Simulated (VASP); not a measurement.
PdIn (CsCl type) relaxed at rising pressure, in one space group throughout; other phases were not tried. The pressures are those reached. Calculation: LDA (Ceperley-Alder, Perdew-Zunger), VASP's LDA PAW potentials (set 64) (plane waves; VASP).

```
P (GPa)  V (Å³/atom)    k-mesh
-------  -----------  --------
-0.07         16.661  11×11×11
4.94          16.166  11×11×11
10.08         15.752  12×12×12
19.91         15.084  12×12×12
29.88         14.544  12×12×12
```

A change of mesh leaves a small step in the series.

### Question
Fit an equation of state and predict the volume at 45.13 GPa.

### Answer
Least squares on the third-order Birch-Murnaghan form, P = (3B0/2)(y⁷ − y⁵)[1 + (3/4)(B′ − 4)(y² − 1)] with y = (V0/V)^(1/3), gives V0 = 16.651 Å³/atom, B0 = 157 GPa and B′ = 5.0, and so 13.884 Å³/atom. The run gave 13.888 Å³/atom, +0.0 % from the fit.

Pressures at which the relaxation failed are left out.

The compound is PdIn in the CsCl type structure. The electron count is odd and the run is not spin-polarised, which forces a metal.
